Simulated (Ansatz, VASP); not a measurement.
# Cross-check of TaSi2N4 (TaSi2N4 bilayer, AB) between VASP and Ansatz, part 2 of 3

One calculation is typed for both programs; each brings its own data sets. How far apart do they land? Of the first pair: The structure shown is the start of the Ansatz relaxation below; VASP solves that cell, so the two are compared at the walk's first step.

VASP 6.6.1 and Ansatz 0.2.0.

So far: The structure; Ansatz: relaxation, PBE with D3(BJ).

## (3) VASP: single point, PBE with D3(BJ), start cell, pair 1

Level of this step: PBE with D3(BJ), spin-polarised from an antiferromagnetic start; plane waves and PAW (N, Si, Ta_pv) (VASP).

The same cell, functional, mesh and smearing now go to VASP, with its own data sets.

Lines of VASP's logs that name or quote its potential files are left out, and so is its time.

INCAR

```
SYSTEM = TaSi2N4
PREC = Accurate
ENCUT = 520
EDIFF = 1E-06
NELM = 200
ISMEAR = -1
SIGMA = 0.05
LREAL = .FALSE.
ALGO = Normal
GGA = PE
IVDW = 12
NBANDS = 61
ISPIN = 2
MAGMOM = 0.01 0.01 0.01 0.01 -0.01 -0.01 -0.01 -0.01 0 0 -0 -0 0.24 -0.23
LASPH = .TRUE.
LMAXMIX = 4
LORBIT = 11
LWAVE = .FALSE.
LCHARG = .FALSE.
ISIF = 2
LDIPOL = .TRUE.
IDIPOL = 3
DIPOL = 0.5 0.5 0.5
LVHAR = .TRUE.
GGA_COMPAT = .FALSE.
NELMDL = -8
KPAR = 4
```

POSCAR

```
TaSi2N4
1.0
    2.9200000000      0.0000000000      0.0000000000
   -1.4600000000      2.5287940000      0.0000000000
    0.0000000000      0.0000000000     66.7552950000
N Si Ta
8 4 2
Direct
    0.0000000000      0.0000000000      0.3662630807
    0.3333333333      0.6666666667      0.3995103609
    0.3333333333      0.6666666667      0.4427845761
    0.0000000000      0.0000000000      0.4760318563
    0.3333333333      0.6666666667      0.5239681287
    0.6666666667      0.3333333333      0.5572154239
    0.6666666667      0.3333333333      0.6004896391
    0.3333333333      0.6666666667      0.6337369193
    0.3333333333      0.6666666667      0.3732952120
    0.3333333333      0.6666666667      0.4689997250
    0.6666666667      0.3333333333      0.5310002750
    0.6666666667      0.3333333333      0.6267047880
    0.0000000000      0.0000000000      0.4211474760
    0.3333333333      0.6666666667      0.5788525240
```

KPOINTS

```
Automatic mesh
0
Gamma
12 12 1
0 0 0
```

Potentials, in the order of the species: N, Si and Ta_pv (PBE family, release 64).

Started as:

```bash
> mpirun -np 4 vasp_std
```

Numbers of over 12 decimals in the logs are rounded to 6 here.

Output:

```text
[banner, memory and clock lines left out]
running    4 mpi-ranks, on    1 nodes
 distrk:  each k-point on    1 cores,    4 groups
 distr:  one band on    1 cores,    1 groups

 POSCAR found type information on POSCAR N SiTa
 POSCAR found :  3 types and      14 ions
 LDA part: xc-table for (Slater+PW92), standard interpolation
|                                                                             |
|           W    W    AA    RRRRR   N    N  II  N    N   GGGG   !!!           |
|           W    W   A  A   R    R  NN   N  II  NN   N  G    G  !!!           |
|           W    W  A    A  R    R  N N  N  II  N N  N  G       !!!           |
|           W WW W  AAAAAA  RRRRR   N  N N  II  N  N N  G  GGG   !            |
|           WW  WW  A    A  R   R   N   NN  II  N   NN  G    G                |
|           W    W  A    A  R    R  N    N  II  N    N   GGGG   !!!           |
|                                                                             |
|     One of the lattice vectors is very long (>50 A), but AMIN is rather     |
|     large. This can spoil convergence since charge sloshing might occur     |
|     along the long lattice vector. If problems with convergence are         |
|     observed, try to decrease AMIN to a smaller value (e.g. 0.01).          |
|     Note: This warning only applies if the self-consistency cycle is        |
|     used.                                                                   |
|                                                                             |

 POSCAR, INCAR and KPOINTS ok, starting setup
 FFT: planning ... GRIDC
 FFT: planning ... GRID_SOFT
 FFT: planning ... GRID
 WAVECAR not read
 entering main loop
       N       E                     dE             d eps       ncg     rms          rms(c)
DAV:   1     0.630406233487E+03    0.63041E+03   -0.34800E+04  5180   0.103E+03
DAV:   2    -0.579930497812E+02   -0.68840E+03   -0.65472E+03  6345   0.269E+02
DAV:   3    -0.140884755993E+03   -0.82892E+02   -0.81568E+02  5975   0.911E+01
DAV:   4    -0.143658911353E+03   -0.27742E+01   -0.27551E+01  5952   0.195E+01
DAV:   5    -0.143740843648E+03   -0.81932E-01   -0.81694E-01  6056   0.301E+00
DAV:   6    -0.143743726766E+03   -0.28831E-02   -0.28814E-02  5990   0.607E-01
DAV:   7    -0.143743821960E+03   -0.95194E-04   -0.95179E-04  6192   0.104E-01
DAV:   8    -0.143743825571E+03   -0.36109E-05   -0.36106E-05  5872   0.204E-02    0.398E+01
DAV:   9    -0.125376487555E+03    0.18367E+02   -0.70836E+01  5444   0.328E+01    0.167E+01
DAV:  10    -0.124819812690E+03    0.55667E+00   -0.10841E+01  5448   0.143E+01    0.115E+01
DAV:  11    -0.124684260894E+03    0.13555E+00   -0.33005E+00  5742   0.786E+00    0.409E+00
DAV:  12    -0.237617622934E+03   -0.11293E+03   -0.35813E+02  7164   0.299E+01    0.498E+01
DAV:  13    -0.123060567753E+03    0.11456E+03   -0.48644E+02  7480   0.255E+01    0.493E+00
DAV:  14    -0.124285905449E+03   -0.12253E+01   -0.24691E+01  5840   0.104E+01    0.222E+00
[...]
DAV:  29    -0.124121865635E+03   -0.46644E-02   -0.10896E-03  5893   0.336E-01    0.111E-01
DAV:  30    -0.124126347777E+03   -0.44821E-02   -0.76356E-04  5741   0.167E-01    0.878E-02
DAV:  31    -0.124127611267E+03   -0.12635E-02   -0.36002E-04  5697   0.910E-02    0.727E-02
DAV:  32    -0.124127819532E+03   -0.20826E-03   -0.67387E-05  5891   0.430E-02    0.612E-02
DAV:  33    -0.124127795029E+03    0.24502E-04   -0.85658E-05  5814   0.648E-02    0.535E-02
DAV:  34    -0.124127828968E+03   -0.33938E-04   -0.55840E-05  5632   0.266E-02    0.485E-02
DAV:  35    -0.124127793415E+03    0.35552E-04   -0.58986E-06  5735   0.106E-02    0.445E-02
DAV:  36    -0.124127793685E+03   -0.26980E-06   -0.17211E-06  4748   0.559E-03
   1 F= -.12791002E+03 E0= -.12788980E+03  d E =-.404545E-01  mag=    -0.0050
```

Parts of OUTCAR (step 3):

```text
ion  position               nearest neighbor table
   1  0.000  0.000  0.366-   9 1.75   9 1.75   9 1.75
   2  0.333  0.667  0.400-   9 1.75  13 2.22  13 2.22  13 2.22
   3  0.333  0.667  0.443-  10 1.75  13 2.22  13 2.22  13 2.22
   4  0.000  0.000  0.476-  10 1.75  10 1.75  10 1.75
   5  0.333  0.667  0.524-  11 1.75  11 1.75  11 1.75
   6  0.667  0.333  0.557-  11 1.75  14 2.22  14 2.22  14 2.22
   7  0.667  0.333  0.600-  12 1.75  14 2.22  14 2.22  14 2.22
   8  0.333  0.667  0.634-  12 1.75  12 1.75  12 1.75
   9  0.333  0.667  0.373-   1 1.75   1 1.75   1 1.75   2 1.75
  10  0.333  0.667  0.469-   4 1.75   4 1.75   4 1.75   3 1.75
  11  0.667  0.333  0.531-   6 1.75   5 1.75   5 1.75   5 1.75
  12  0.667  0.333  0.627-   8 1.75   8 1.75   8 1.75   7 1.75
  13  0.000  0.000  0.421-   3 2.22   3 2.22   3 2.22   2 2.22   2 2.22   2 2.22
  14  0.333  0.667  0.579-   6 2.22   6 2.22   6 2.22   7 2.22   7 2.22   7 2.22

  LATTYP: Found a hexagonal cell.
 ALAT       =     2.9200000000
 C/A-ratio  =    22.8614023973

 Subroutine GETGRP returns: Found  6 space group operations
 (whereof  6 operations were pure point group operations)

The static configuration has the point symmetry C_3v.

 Found     19 irreducible k-points:

   k-points           NKPTS =     19   k-points in BZ     NKDIM =     19   number of bands    NBANDS=     61

   dimension x,y,z NGX =    24 NGY =   24 NGZ =  500
   dimension x,y,z NGXF=    48 NGYF=   48 NGZF= 1000

   ENCUT  =  520.0 eV  38.22 Ry    6.18 a.u.   5.43  5.43124.12*2*pi/ulx,y,z

   NELECT =      78.0000    total number of electrons

 k-points in reciprocal lattice and weights: Automatic mesh
   0.00000000  0.00000000  0.00000000       0.007
   0.08333333  0.00000000  0.00000000       0.042
   0.16666667  0.00000000  0.00000000       0.042
   0.25000000  0.00000000  0.00000000       0.042
   0.33333333  0.00000000  0.00000000       0.042
   0.41666667 -0.00000000  0.00000000       0.042
   0.50000000  0.00000000  0.00000000       0.021
   0.08333333  0.08333333  0.00000000       0.042
   0.16666667  0.08333333  0.00000000       0.083
[...]
0.33333333  0.25000000  0.00000000       0.083
   0.33333333  0.33333333  0.00000000       0.014

 dipolmoment           0.000000      0.000000      0.027229 electrons x Angstroem

 average (electrostatic) potential at core
       1 -70.4882       2 -69.6261       3 -69.6232       4 -70.4454       5 -70.4701
       6 -69.6184       7 -69.6057       8 -70.3813       9 -91.8248      10 -91.7913
      11 -91.8068      12 -91.7245      13 -44.5142      14 -44.5156

 E-fermi :  -2.0284

 spin component 1
 k-point     1 :       0.0000    0.0000    0.0000
  band No.  band energies     occupation
    ...
     34      -3.8124      1.00000
     35      -2.7278      1.00000
     36      -2.7278      1.00000
     37      -2.7003      1.00000
     38      -2.7003      1.00000
     39      -1.8308      0.01889
     40      -1.6694      0.00076
     41       1.3335      0.00000
     42       1.3335      0.00000
     43       1.4141      0.00000
    ...

 k-point     2 :       0.0833    0.0000    0.0000
  band No.  band energies     occupation
    ...
     34      -3.7629      1.00000
     35      -2.9165      1.00000
     36      -2.8889      1.00000
     37      -2.8654      1.00000
     38      -2.8375      1.00000
     39      -1.8125      0.01316
     40      -1.6628      0.00067
     41       1.1102      0.00000
     42       1.2037      0.00000
     43       1.3885      0.00000
    ...

 k-point     3 :       0.1667    0.0000    0.0000
  band No.  band energies     occupation
    ...
     34      -3.4485      1.00000
     35      -3.3828      1.00000
     36      -3.3343      1.00000
     37      -3.2090      1.00000
     38      -3.1804      1.00000
     39      -1.9726      0.24709
     40      -1.8227      0.01611
     41       0.9778      0.00000
     42       1.0940      0.00000
     43       1.5967      0.00000
    ...

 k-point     4 :       0.2500    0.0000    0.0000
  band No.  band energies     occupation
    ...
     36      -3.5919      1.00000
     37      -3.1306      1.00000
     38      -3.0895      1.00000
     39      -2.2685      0.99185
     40      -2.1081      0.83141
     41       1.1569      0.00000
     42       1.2617      0.00000
     43       2.0716      0.00000
     44       2.1670      0.00000
     45       2.2720      0.00000
    ...

 k-point     5 :       0.3333    0.0000    0.0000
  band No.  band energies     occupation
    ...
     36      -3.7584      1.00000
     37      -2.8599      1.00000
     38      -2.8280      1.00000
     39      -2.4104      0.99952
     40      -2.2527      0.98887
     41       1.3509      0.00000
     42       1.4209      0.00000
     43       1.8145      0.00000
     44       1.8563      0.00000
     45       2.8683      0.00000
    ...

 k-point     6 :       0.4167   -0.0000    0.0000
  band No.  band energies     occupation
    ...
     36      -3.8278      1.00000
     37      -2.7269      1.00000
     38      -2.6997      1.00000
     39      -2.4655      0.99984
     40      -2.3164      0.99686
     41       1.1081      0.00000
     42       1.1475      0.00000
     43       1.3483      0.00000
     44       1.3879      0.00000
     45       3.4594      0.00000
    ...

 Edisp (eV)   -3.78223

  Total       2.03011     2.03011   -23.10787    -0.00000     0.00000     0.00000
  in kB       6.59855     6.59855   -75.10840    -0.00000     0.00000     0.00000
  external pressure =      -20.64 kB  Pullay stress =        0.00 kB

  energy-cutoff  :      520.00
  volume of cell :      492.93
      direct lattice vectors                 reciprocal lattice vectors
     2.920000000  0.000000000  0.000000000     0.342465753  0.197722709  0.000000000
    -1.460000000  2.528794000  0.000000000     0.000000000  0.395445418  0.000000000
     0.000000000  0.000000000 66.755295000     0.000000000  0.000000000  0.014980085

 POSITION                                       TOTAL-FORCE (eV/Angst)
 -----------------------------------------------------------------------------------
      0.00000      0.00000     24.45000        -0.000000     -0.000000     -0.687096
     -0.00000      1.68586     26.66943        -0.000000     -0.000000      3.299423
     -0.00000      1.68586     29.55821        -0.000000      0.000000     -3.343447
      0.00000      0.00000     31.77765        -0.000000     -0.000000      0.643136
     -0.00000      1.68586     34.97765         0.000000     -0.000000     -0.688693
      1.46000      0.84293     37.19708         0.000000     -0.000000      3.320921
      1.46000      0.84293     40.08586         0.000000     -0.000000     -3.414299
     -0.00000      1.68586     42.30530         0.000000      0.000000      0.633697
     -0.00000      1.68586     24.91943        -0.000000     -0.000000      1.070001
     -0.00000      1.68586     31.30821        -0.000000      0.000000     -0.928530
      1.46000      0.84293     35.44708        -0.000000     -0.000000      0.987537
      1.46000      0.84293     41.83586        -0.000000     -0.000000     -0.939071
      0.00000      0.00000     28.11382         0.000000     -0.000000      0.034364
     -0.00000      1.68586     38.64147         0.000000      0.000000      0.012057
 -----------------------------------------------------------------------------------
    total drift:                                0.000000     -0.000020     -0.005606

  FREE ENERGIE OF THE ION-ELECTRON SYSTEM (eV)
  ---------------------------------------------------
  free  energy   TOTEN  =      -127.9100222912 eV

  energy  without entropy=     -127.8695677876  energy(sigma->0) =     -127.88979504

 vacuum level on the upper side and lower side of the slab         4.211         3.550

 total charge
# of ion       s       p       d       tot
------------------------------------------
    1        1.222   2.688   0.000   3.909
    2        1.234   2.539   0.000   3.773
    3        1.234   2.539   0.000   3.772
    4        1.222   2.688   0.000   3.910
    5        1.222   2.687   0.000   3.909
    6        1.234   2.538   0.000   3.771
    7        1.234   2.537   0.000   3.771
    8        1.222   2.685   0.000   3.907
    9        0.673   0.961   0.000   1.635
   10        0.673   0.961   0.000   1.634
   11        0.673   0.961   0.000   1.634
   12        0.673   0.960   0.000   1.633
   13        0.313   6.261   2.283   8.857
   14        0.313   6.261   2.285   8.859
--------------------------------------------------
tot         13.141  37.265   4.568  54.974

 magnetization (x)
# of ion       s       p       d       tot
------------------------------------------
    1        0.000   0.001   0.000   0.001
    2       -0.000   0.005   0.000   0.005
    3       -0.000   0.005   0.000   0.005
    4        0.000   0.001   0.000   0.001
    5       -0.000  -0.001   0.000  -0.001
    6        0.000  -0.005   0.000  -0.005
    7        0.000  -0.006   0.000  -0.006
    8       -0.000  -0.001   0.000  -0.001
    9        0.000   0.001   0.000   0.002
   10        0.000   0.001   0.000   0.001
   11       -0.000  -0.001   0.000  -0.002
   12       -0.000  -0.001   0.000  -0.002
   13        0.002   0.005   0.100   0.107
   14       -0.002  -0.005  -0.103  -0.110
--------------------------------------------------
tot         -0.000  -0.001  -0.002  -0.003

[... 6 further parts left out ...]
```

## (4) Side by side

Known differences besides the potentials themselves: VASP starts from the moments at which Ansatz ended; Ansatz cuts the interaction across the vacuum, VASP repeats the sheet with a dipole correction; the data sets hold 82 valence electrons in Ansatz (on its default PAW (the set named soft_2) files) and 78 in VASP; the cutoff is 420 eV in Ansatz and 520 eV in VASP. Total energies have different zeros and are not compared.

Forces on 7 of the 14 atoms, those with the largest forces and the largest differences (eV/Å; atoms numbered as in POSCAR):

```
atom        Ansatz x, y, z          VASP x, y, z
  N2   0.000, 0.000, 3.371   0.000, 0.000, 3.299
  N3  0.000, 0.000, -3.376  0.000, 0.000, -3.343
  N6   0.000, 0.000, 3.343   0.000, 0.000, 3.321
  N7  0.000, 0.000, -3.372  0.000, 0.000, -3.414
 Si9   0.000, 0.000, 1.028   0.000, 0.000, 1.070
Si11   0.000, 0.000, 0.992   0.000, 0.000, 0.988
Si12  0.000, 0.000, -1.028  0.000, 0.000, -0.939
```

The forces differ by 22 meV/Å r.m.s., which is 2.0 % of the r.m.s. force of 1.095 eV/Å (both taken over all components). VASP's last cycles still show a density residual of 4e-03, so its state may not be settled. Moments aren't recorded for both runs of this pair, so they may hold unlike magnetic states. With vacuum in the cell, a pressure given here is an average over mostly empty space and none of the material.

## (5) Ansatz: relaxation, PBE with D3(BJ)

This run makes the geometry at which the two programs are then compared.

The structure compared here is the end of the Ansatz relaxation.

input.yaml

```yaml
crystal:
  lattice:
    - [2.92, 0.0, 0.0]
    - [-1.46, 2.5287941791, 0.0]
    - [0.0, 0.0, 66.7552949306]
  atoms:
    - { symbol: "N", position: [0.0, 0.0, 0.3662630811] }
    - { symbol: Si, position: [0.3333333333, 0.6666666667, 0.3732952166] }
    - { symbol: "N", position: [0.3333333333, 0.6666666667, 0.3995103655] }
    - { symbol: Ta, position: [0.0, 0.0, 0.4211474724], spin: 1.0 }
    - { symbol: "N", position: [0.3333333333, 0.6666666667, 0.4427845793] }
    - { symbol: Si, position: [0.3333333333, 0.6666666667, 0.4689997283] }
    - { symbol: "N", position: [0.0, 0.0, 0.4760318638] }
    - { symbol: "N", position: [0.3333333333, 0.6666666667, 0.5239681362] }
    - { symbol: Si, position: [0.6666666667, 0.3333333333, 0.5310002717] }
    - { symbol: "N", position: [0.6666666667, 0.3333333333, 0.5572154207] }
    - { symbol: Ta, position: [0.3333333333, 0.6666666667, 0.5788525276], spin: -1.0 }
    - { symbol: "N", position: [0.6666666667, 0.3333333333, 0.6004896345] }
    - { symbol: Si, position: [0.6666666667, 0.3333333333, 0.6267047834] }
    - { symbol: "N", position: [0.3333333333, 0.6666666667, 0.6337369189] }
  periodic: [true, true, false]
magnetization:
  spin_polarized: true
kpoints:
  mp_grid: { grid: [12, 12, 1] }
hamiltonian:
  xc: pbe
  dispersion: d3bj
scf:
  occupations: { method: fermi_dirac, width: 0.05 }
  convergence: { dr2_threshold: 1.0e-09 }
relax:
  f_tol: 0.004
  max_steps: 90
  cell: {}
output:
  write_potential: true
  write_density: true
  volumetric_format: npy
```

Started as:

```bash
> ansatz run input.yaml --threads 4 --pin off --max-ram 12288MiB --backend cpu --events-out ev --progress --plain --runs-dir out
```

Output:

```text
[...]
Crystal: 14 atoms, lattice volume = 492.926 Å³
Basis set: ecut = 420 eV, 9535 PW (Γ), exchange–correlation on 40×40×900 points (8 copies of the dense FFT grid, shifted against one another)
Bands: 56, of which v1, the nominal top of the filled ones, is band 41 counted from 1 (40 counted from 0)
[...]
- { symbol: N, position: [0.333333, 0.666667, 0.521542] }
    - { symbol: Si, position: [0.666667, 0.333333, 0.529087] }
    - { symbol: N, position: [0.666667, 0.333333, 0.555246] }
    - { symbol: Ta, position: [0.333333, 0.666667, 0.574086] }
    - { symbol: N, position: [0.666667, 0.333333, 0.592917] }
    - { symbol: Si, position: [0.666667, 0.333333, 0.619123] }
    - { symbol: N, position: [0.333333, 0.666667, 0.626675] }
[key lines of the parts left out:]
SCF converged after 8 iterations
Magnetization: 0.0351 μB (41.0175 up, 40.9825 down)
Free energy (F): -25496.945942 eV
Fermi energy:    -5.314672 eV
P = ½ c Tr σ = -0.0164 N/m
```

(Part 2 of 3 ends here.)

[Lines on the potential files, build, host, timing and source positions are cut from VASP's logs without a mark.]

[Logs are printed without paths, hosts, clocks, repeated set-up lines and the standing remarks that a program may print on its own settings, such as how far it seeks lower states.]

[Hosts, paths, dates, database ids (printed as entryN), source tags and the programs' standing remarks are cut or masked in the printed files.]
